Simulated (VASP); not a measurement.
SbAu, 2 atoms in the cell. Symmetry: F-43m, No. 216, cubic system. The conventional cell has a = 6.222 Å, b = 6.222 Å, c = 6.222 Å, α = 90.00°, β = 90.00°, γ = 90.00°. Au (site symmetry -43m) is surrounded by 4 Sb at 2.69 Å. Sb (site symmetry -43m) has 4 Au at 2.69 Å as nearest neighbours. The cell comes from a database or a generator and needn't be the stable form of this composition.

```yaml
Program: VASP 6.6.1
Task: single point
Functional: LDA
Potentials_or_basis: VASP PAW LDA potentials, release 64 (Au, Sb)
Cutoff: 520 eV
k_mesh: 10 × 10 × 10
Occupations: fermi-dirac, width 0.08 eV
Spin: no spin polarisation
Dipole_correction: no
Further_INCAR_settings: ALGO = Normal; EDIFF = 1e-06; NBANDS = 15
```

Potentials or basis: VASP PAW LDA potentials, release 64 (Au, Sb).

The run is started by

```sh
$ cat potpaw_LDA.64/Au/POTCAR potpaw_LDA.64/Sb/POTCAR > POTCAR
$ mpirun -np 1 vasp_std > vasp.out
```

Hardware: 1 thread of Intel(R) Xeon(R) Platinum 8559C (Emerald Rapids) (shared host).

Problem. How long does it take, and how much memory?

Solution. It took 28 s on 1 thread of Intel(R) Xeon(R) Platinum 8559C (Emerald Rapids) (shared host), peak memory 0.18 GiB. Counts: scf iterations 13, k points 47.
